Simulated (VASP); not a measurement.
Level of theory: PBE GGA, VASP's PBE PAW potentials (set 64) (plane waves; VASP 6.6.1).

Input for VASP

**KPOINTS**
```
kpoints
0
Gamma
 6 6 5
0 0 0
```

INCAR:
```
! general
SYSTEM  = PbO
PREC    = Accurate
ENCUT   = 620
LREAL   = F   ! projection in real space or not
LASPH   = T   ! aspherical one-centre terms

! electronic loop
EDIFF   = 1E-6   ! SCF stop (eV)
NELM    = 100   ! most electronic steps
ALGO    = Normal
LMAXMIX = 4

! smearing
ISMEAR  = 0   ! Gaussian
SIGMA   = 0.05   ! width (eV)

! functional
GGA     = PE   ! PBE

! ions
IBRION  = 2
NSW     = 40
ISIF    = 3   ! ions, shape and volume
EDIFFG  = -0.02   ! ionic stop
PSTRESS = 100

! output
LWAVE   = F
LCHARG  = F
```

**POSCAR**
```
PbO
1.0
  4.0110426465   0.0000000000   0.0000000000
  0.0000000000   4.0110426465   0.0000000000
  0.0000000000   0.0000000000   4.6074452112
Pb O
2 2
Cartesian
  2.0055213232   0.0000000000   3.4264499546
  0.0000000000   2.0055213232   1.1809952566
  2.0055213232   2.0055213232   0.0000000000
  0.0000000000   0.0000000000   0.0000000000
```

POTCAR, in this order: Pb_d O (PBE.64 set). Program: vasp_std.

What VASP printed:

### OSZICAR
```
...
DAV:   6    -0.209504005667E+02    0.20200E-03   -0.47015E-03  2288   0.102E+00    0.496E-02
DAV:   7    -0.209504849839E+02   -0.84417E-04   -0.60817E-04  2184   0.287E-01    0.181E-02
DAV:   8    -0.209504881993E+02   -0.32154E-05   -0.71152E-05  2264   0.726E-02    0.728E-03
DAV:   9    -0.209504872269E+02    0.97241E-06   -0.84387E-06  1896   0.340E-02
   2 F= -.16703677E+02 E0= -.16703677E+02  d E =-.945181E-02
       N       E                     dE             d eps       ncg     rms          rms(c)
DAV:   1    -0.218335247452E+02   -0.88304E+00   -0.21038E+01  1768   0.807E+01    0.491E+00
DAV:   2    -0.212589890376E+02    0.57454E+00   -0.22542E+00  1904   0.178E+01    0.146E+00
DAV:   3    -0.211785555568E+02    0.80433E-01   -0.24199E-01  1888   0.106E+01    0.578E-01
DAV:   4    -0.211697509506E+02    0.88046E-02   -0.71334E-02  2040   0.417E+00    0.147E-01
DAV:   5    -0.211698984030E+02   -0.14745E-03   -0.66946E-03  2216   0.104E+00    0.657E-02
DAV:   6    -0.211698405908E+02    0.57812E-04   -0.88135E-04  2264   0.460E-01    0.224E-02
DAV:   7    -0.211698307480E+02    0.98427E-05   -0.12841E-04  2168   0.106E-01    0.108E-02
DAV:   8    -0.211698285195E+02    0.22286E-05   -0.22687E-05  2016   0.761E-02    0.292E-03
DAV:   9    -0.211698293286E+02   -0.80914E-06   -0.32087E-06  1232   0.253E-02
   3 F= -.16748238E+02 E0= -.16748238E+02  d E =-.540126E-01
       N       E                     dE             d eps       ncg     rms          rms(c)
DAV:   1    -0.212178946026E+02   -0.48066E-01   -0.11686E+01  2280   0.274E+01    0.180E+00
DAV:   2    -0.211463544613E+02    0.71540E-01   -0.38293E-01  2192   0.647E+00    0.494E-01
DAV:   3    -0.211367054602E+02    0.96490E-02   -0.33241E-02  1936   0.352E+00    0.205E-01
DAV:   4    -0.211357509307E+02    0.95453E-03   -0.90192E-03  2112   0.135E+00    0.683E-02
DAV:   5    -0.211358108551E+02   -0.59924E-04   -0.10489E-03  2160   0.354E-01    0.335E-02
DAV:   6    -0.211357895567E+02    0.21298E-04   -0.20578E-04  2344   0.226E-01    0.791E-03
DAV:   7    -0.211357916690E+02   -0.21123E-05   -0.19262E-05  1520   0.370E-02    0.285E-03
DAV:   8    -0.211357908959E+02    0.77311E-06   -0.14997E-06   832   0.225E-02
   4 F= -.16772331E+02 E0= -.16772331E+02  d E =-.240927E-01
       N       E                     dE             d eps       ncg     rms          rms(c)
DAV:   1    -0.211914350443E+02   -0.55643E-01   -0.15824E+01  2288   0.316E+01    0.211E+00
DAV:   2    -0.210936248729E+02    0.97810E-01   -0.52335E-01  2192   0.758E+00    0.580E-01
DAV:   3    -0.210803162161E+02    0.13309E-01   -0.45672E-02  1960   0.412E+00    0.243E-01
DAV:   4    -0.210789783867E+02    0.13378E-02   -0.12304E-02  2120   0.157E+00    0.798E-02
DAV:   5    -0.210790509636E+02   -0.72577E-04   -0.13988E-03  2112   0.405E-01    0.385E-02
DAV:   6    -0.210790221548E+02    0.28809E-04   -0.27333E-04  2360   0.261E-01    0.940E-03
DAV:   7    -0.210790251549E+02   -0.30001E-05   -0.25378E-05  1496   0.424E-02    0.303E-03
DAV:   8    -0.210790243562E+02    0.79874E-06   -0.18092E-06   888   0.248E-02
   5 F= -.16782805E+02 E0= -.16782805E+02  d E =-.345677E-01
       N       E                     dE             d eps       ncg     rms          rms(c)
DAV:   1    -0.211045334815E+02   -0.25508E-01   -0.21105E+00  1528   0.122E+01    0.910E-01
DAV:   2    -0.210950228230E+02    0.95107E-02   -0.75259E-02  2200   0.324E+00    0.562E-01
DAV:   3    -0.210866338638E+02    0.83890E-02   -0.97533E-03  2104   0.166E+00    0.865E-02
DAV:   4    -0.210866324482E+02    0.14156E-05   -0.22518E-03  2120   0.440E-01    0.295E-02
DAV:   5    -0.210866362095E+02   -0.37613E-05   -0.90131E-05  1824   0.106E-01    0.115E-02
DAV:   6    -0.210866369217E+02   -0.71215E-06   -0.51974E-06  1848   0.408E-02
   6 F= -.16790995E+02 E0= -.16790995E+02  d E =-.818988E-02
       N       E                     dE             d eps       ncg     rms          rms(c)
DAV:   1    -0.212334796055E+02   -0.14684E+00   -0.16230E+01  1536   0.338E+01    0.254E+00
DAV:   2    -0.211567497970E+02    0.76730E-01   -0.57678E-01  2024   0.858E+00    0.156E+00
DAV:   3    -0.210940329594E+02    0.62717E-01   -0.78490E-02  2088   0.405E+00    0.314E-01
DAV:   4    -0.210923332976E+02    0.16997E-02   -0.14629E-02  2152   0.136E+00    0.901E-02
DAV:   5    -0.210923951347E+02   -0.61837E-04   -0.12613E-03  1656   0.388E-01    0.348E-02
DAV:   6    -0.210923987613E+02   -0.36266E-05   -0.68138E-05  2328   0.125E-01    0.136E-02
DAV:   7    -0.210924011197E+02   -0.23583E-05   -0.15315E-05  1800   0.312E-02    0.467E-03
DAV:   8    -0.210924014300E+02   -0.31039E-06   -0.13934E-06   936   0.161E-02
   7 F= -.16801552E+02 E0= -.16801552E+02  d E =-.187469E-01
       N       E                     dE             d eps       ncg     rms          rms(c)
DAV:   1    -0.211330732052E+02   -0.40672E-01   -0.35789E+00  1696   0.265E+01    0.188E+00
DAV:   2    -0.210532633618E+02    0.79810E-01   -0.34051E-01  1864   0.636E+00    0.680E-01
DAV:   3    -0.210405911581E+02    0.12672E-01   -0.32925E-02  1816   0.363E+00    0.315E-01
DAV:   4    -0.210382950516E+02    0.22961E-02   -0.98638E-03  2152   0.149E+00    0.978E-02
DAV:   5    -0.210382323602E+02    0.62691E-04   -0.18050E-03  2080   0.601E-01    0.373E-02
DAV:   6    -0.210381997283E+02    0.32632E-04   -0.30698E-04  2104   0.261E-01    0.992E-03
DAV:   7    -0.210382041799E+02   -0.44515E-05   -0.30506E-05  1560   0.493E-02    0.199E-03
DAV:   8    -0.210382042171E+02   -0.37246E-07   -0.10827E-06   816   0.168E-02
   8 F= -.16804481E+02 E0= -.16804481E+02  d E =-.292861E-02
       N       E                     dE             d eps       ncg     rms          rms(c)
DAV:   1    -0.210531232444E+02   -0.14919E-01   -0.13820E-01  1696   0.529E+00    0.366E-01
DAV:   2    -0.210500868754E+02    0.30364E-02   -0.12733E-02  1856   0.125E+00    0.133E-01
DAV:   3    -0.210495977741E+02    0.48910E-03   -0.12600E-03  1840   0.720E-01    0.610E-02
DAV:   4    -0.210495041863E+02    0.93588E-04   -0.37956E-04  2152   0.292E-01    0.189E-02
DAV:   5    -0.210494958092E+02    0.83771E-05   -0.66869E-05  2080   0.117E-01    0.704E-03
DAV:   6    -0.210494945152E+02    0.12940E-05   -0.11086E-05  1912   0.511E-02    0.191E-03
DAV:   7    -0.210494945163E+02   -0.10914E-08   -0.10127E-06   736   0.967E-03
   9 F= -.16804667E+02 E0= -.16804667E+02  d E =-.311496E-02
       N       E                     dE             d eps       ncg     rms          rms(c)
DAV:   1    -0.210458747052E+02    0.36198E-02   -0.14764E-01  2088   0.328E+00    0.224E-01
DAV:   2    -0.210447883299E+02    0.10864E-02   -0.40777E-03  1968   0.744E-01    0.959E-02
DAV:   3    -0.210445568468E+02    0.23148E-03   -0.50026E-04  1992   0.427E-01    0.439E-02
DAV:   4    -0.210445132897E+02    0.43557E-04   -0.15848E-04  2264   0.167E-01    0.121E-02
DAV:   5    -0.210445138162E+02   -0.52647E-06   -0.25979E-05  1968   0.721E-02    0.339E-03
DAV:   6    -0.210445136732E+02    0.14300E-06   -0.20056E-06   832   0.218E-02
  10 F= -.16804951E+02 E0= -.16804951E+02  d E =-.283526E-03
       N       E                     dE             d eps       ncg     rms          rms(c)
DAV:   1    -0.210402334786E+02    0.42803E-02   -0.93538E-01  2088   0.820E+00    0.568E-01
DAV:   2    -0.210332756846E+02    0.69578E-02   -0.26409E-02  1984   0.187E+00    0.243E-01
DAV:   3    -0.210317997656E+02    0.14759E-02   -0.31386E-03  1984   0.108E+00    0.112E-01
DAV:   4    -0.210315077944E+02    0.29197E-03   -0.10467E-03  2272   0.429E-01    0.304E-02
DAV:   5    -0.210315036252E+02    0.41692E-05   -0.16747E-04  1960   0.182E-01    0.862E-03
DAV:   6    -0.210315032798E+02    0.34538E-06   -0.17187E-05  2040   0.537E-02    0.372E-03
DAV:   7    -0.210315036130E+02   -0.33315E-06   -0.15870E-06   768   0.141E-02
  11 F= -.16805261E+02 E0= -.16805261E+02  d E =-.593532E-03
```

File OUTCAR:
```
------------------------ aborting loop because EDIFF is reached ----------------------------------------
  FORCE on cell =-STRESS in cart. coord.  units (eV):
  Direction    XX          YY          ZZ          XY          YZ          ZX
  --------------------------------------------------------------------------------------
  Total        4.2809658      4.2809658      4.2542494      0.0000000      0.0000000      0.0000000
  in kB      101.2948382    101.2948382    100.6626837      0.0000000      0.0000000      0.0000000
  external PRESSURE =       1.0841200 kB  Pullay stress =     100.0000000 kB
  volume of cell :       67.71
      direct lattice vectors                 reciprocal lattice vectors
     4.001195040  0.000000000  0.000000000     0.249925332  0.000000000  0.000000000
     0.000000000  4.001195040 -0.000000000     0.000000000  0.249925332 -0.000000000
     0.000000000  0.000000000  4.229466398     0.000000000  0.000000000  0.236436445
 POSITION                                       TOTAL-FORCE (eV/Angst)
 -----------------------------------------------------------------------------------
      2.00060      0.00000      3.06740        -0.000000     -0.000000     -0.005561
      0.00000      2.00060      1.16206         0.000000      0.000000      0.005561
      2.00060      2.00060     -0.00000         0.000000      0.000000      0.000000
      0.00000      0.00000     -0.00000         0.000000      0.000000      0.000000
 -----------------------------------------------------------------------------------
    total drift:                                0.000000      0.000000     -0.000000
  FREE ENERGIE OF THE ION-ELECTRON SYSTEM (eV)
  ---------------------------------------------------
  free  energy   TOTEN  =       -21.0315036130 eV

  energy  without entropy=      -21.0315036130  energy(sigma->0) =      -21.03150361
  enthalpy is  TOTEN    =       -16.8052608495 eV   P V=        4.2262427635

 reached required accuracy - stopping structural energy minimisation
```
(Selected blocks of OUTCAR.)

**CONTCAR**
```
PbO
   1.00000000000000
     4.0011950401718144    0.0000000000000000    0.0000000000000000
     0.0000000000000000    4.0011950401718144   -0.0000000000000000
     0.0000000000000000    0.0000000000000000    4.2294663980763758
  Pb              O
     2     2
Direct
     0.5000000000000000    0.0000000000000000    0.7252457157329303
     0.0000000000000000    0.5000000000000000    0.2747542842670698
     0.5000000000000000    0.5000000000000000    0.0000000000000000
     0.0000000000000000    0.0000000000000000    0.0000000000000000
```

### OUTCAR
```
 val. band max:        6.5134510744   @ k =   0.1667   0.1667   0.0000

 cond. band min:       7.3467194045   @ k =   0.5000   0.5000   0.0000


 Fermi energy:         6.7979904704

 k-point     1 :       0.0000    0.0000    0.0000
  band No.  band energies     occupation
      1     -11.7796      2.00000
      2     -11.2548      2.00000
      3      -9.3792      2.00000
      4      -9.3792      2.00000
      5      -9.3454      2.00000
      6      -9.2545      2.00000
      7      -9.1775      2.00000
      8      -9.0729      2.00000
      9      -9.0513      2.00000
     10      -9.0513      2.00000
     11      -8.9888      2.00000
     12      -7.7093      2.00000
     13      -0.6251      2.00000
     14       0.3308      2.00000
     15       2.1357      2.00000
     16       2.1357      2.00000
     17       4.9400      2.00000
     18       4.9400      2.00000
     19       5.0205      2.00000
     20       6.3570      2.00000
     21      10.1924      0.00000
     22      11.9288      0.00000
     23      11.9288      0.00000
     24      13.9216      0.00000

 k-point     2 :       0.1667    0.0000    0.0000
  band No.  band energies     occupation
      1     -11.7060      2.00000
      2     -11.2583      2.00000
      3      -9.3787      2.00000
      4      -9.3573      2.00000
      5      -9.3060      2.00000
      6      -9.2478      2.00000
      7      -9.1744      2.00000
      8      -9.1052      2.00000
      9      -9.0705      2.00000
     10      -9.0160      2.00000
     11      -8.9851      2.00000
     12      -7.7926      2.00000
     13      -0.5781      2.00000
     14      -0.0982      2.00000
     15       2.3246      2.00000
     16       2.5161      2.00000
     17       4.5173      2.00000
     18       4.7523      2.00000
     19       4.9740      2.00000
     20       6.4897      2.00000
     21      10.7705      0.00000
     22      10.7712      0.00000
     23      12.0757      0.00000
     24      14.2798      0.00000
...
```

Energy and stress use the plane-wave basis of the starting cell. Without a dispersion term in the relaxation, distances and binding between the weakly bound layers, chains or molecules are unreliable, and so is what depends on them. Unless said otherwise, spin-orbit coupling is left out, though it shifts the bands of the heavy elements here.

The compound is PbO in the litharge structure. This run relaxes it under an external pressure of 10 GPa. Symmetry was kept, so distortions that lower it aren't found.
